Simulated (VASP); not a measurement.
These are r2SCAN meta-GGA, VASP's PBE PAW potentials (set 64) (plane waves; VASP) values and carry that method's errors.

Input for VASP

**KPOINTS**
```
Automatic mesh
0
Gamma
7 7 4
0 0 0
```

INCAR:
```
! general
SYSTEM =Li2HfN2
PREC   =Accurate
ENCUT  =520
LREAL  =F
LASPH  =T

! electronic loop
EDIFF  =1E-6
NELM   =100
ALGO   =Normal
LMAXMIX=6
LMIXTAU=T

! smearing
ISMEAR =0
SIGMA  =0.05

! functional
METAGGA=R2SCAN

! ions
IBRION =2
NSW    =60
ISIF   =3
EDIFFG =-0.02

! output
LWAVE  =F
LCHARG =F
```

File POSCAR:
```
Li2HfN2
1
    3.2253709205     0.0000000000     0.0000000000
   -1.6126854603     2.7932530004    -0.0000000000
    0.0000000000     0.0000000000     5.4108053724
Li Hf N
2 1 2
Direct
  0.6666670000   0.3333330000   0.3826008039
  0.3333330000   0.6666670000   0.6173991961
  0.0000000000   0.0000000000   0.0000000000
  0.6666670000   0.3333330000   0.7798413972
  0.3333330000   0.6666670000   0.2201586028
```

POTCAR, in this order: Li_sv Hf_pv N (PBE.64 set). Program: vasp_std.

Q: What will the output report for the number of irreducible k-points (NKPTS), number of bands (NBANDS), largest plane-wave count, number of space-group operations, FFT grid (NGX, NGY, NGZ)?

A: 
```
Property                                      Result
--------------------------------------  ------------
number of irreducible k-points (NKPTS)            28
number of bands (NBANDS)                          17
largest plane-wave count                        1330
number of space-group operations                  12
FFT grid (NGX, NGY, NGZ)                24 × 24 × 40
```

The structure comes from a computed database's Li2HfN2 entry (P-3m1); how it stands against other phases isn't given here. This run relaxes it. Symmetry was kept, so distortions that lower it aren't found. The start is the result of an earlier pass.
